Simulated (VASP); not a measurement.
Set up this calculation in VASP 6.6.1, as the native input.

| Property | Result |
| --- | --- |
| Task | relaxation of cell and atoms |
| Functional | PBE |
| Potentials or basis | VASP PAW PBE potentials, release 64 (Ti_sv, Sn_d, S) |
| Cutoff | 520 eV |
| k mesh | 4 × 4 × 4 |
| Occupations | gaussian, width 0.15 eV |
| Spin | no spin polarisation |
| Further INCAR settings | PREC = Normal; ALGO = Fast; EDIFF = 0.0001; IBRION = 2; EDIFFG = -0.08; NSW = 24; ISIF = 3 |

The structure of TiSnS4 lies in POSCAR:

```
TiSnS4
1.0
    2.1392188200      1.2350785600      6.9842538600
   -2.1392188200      1.2350785600      6.9842538600
    0.0000000000     -2.4701571200      6.9842538600
Ti Sn S
1 1 4
Direct
    0.0000000000      0.0000000000      0.0000000000
    0.5000000000      0.5000000000      0.5000000000
    0.6198467000      0.6198467000      0.6198467000
    0.1290396600      0.1290396600      0.1290396600
    0.8709603400      0.8709603400      0.8709603400
    0.3801533000      0.3801533000      0.3801533000
```

The cell was built by a generator and needn't be a form met in nature.

These files were run (other wordings do the same):

INCAR

```
  PREC = Normal
  ENCUT = 520
  EDIFF = 1E-4
  ISMEAR = 0
  SIGMA = 0.15
  LREAL = F
  LASPH = T
  NELM = 60
  ALGO = Fast
  ISIF = 3
  LWAVE = F
  LCHARG = F
  GGA = PE
  IBRION = 2
  NSW = 24
  EDIFFG = -0.08
```

KPOINTS

```
regular mesh
0
Gamma
  4 4 4
```

Potentials or basis: VASP PAW PBE potentials, release 64 (Ti_sv, Sn_d, S).

The run is started by

```console
$ cat potpaw_PBE.64/Ti_sv/POTCAR potpaw_PBE.64/Sn_d/POTCAR potpaw_PBE.64/S/POTCAR > POTCAR
$ mpirun -np 1 vasp_std > vasp.out
```

It gave:

* Relaxed volume: 20.53 Å³/atom
* Relaxed cell: a = 7.951 Å, b = 7.951 Å, c = 7.951 Å, α = 31.69°, β = 31.69°, γ = 31.69°
* Space group after relaxing (to 0.05 Å): R-3m (No. 166)
* Energy gained by relaxing: 327.4 meV/atom
* Ionic steps: 24
* Pressure after relaxing: -0.1 GPa
* Largest force after relaxing: 0.079 eV/Å
* Band gap on the k mesh: none (metal or under the smearing width)

Caveat: the k mesh is coarse (spacing up to 0.43 Å⁻¹), so the values aren't converged; the relaxation stopped at a loose force limit of 0.08 eV/Å, so its end isn't a converged minimum.

It took 19 min on 1 thread of Intel(R) Xeon(R) Platinum 8259CL CPU @ 2.50GHz (Skylake/Cascade Lake), with other jobs on the host, peak memory 0.3 GiB.
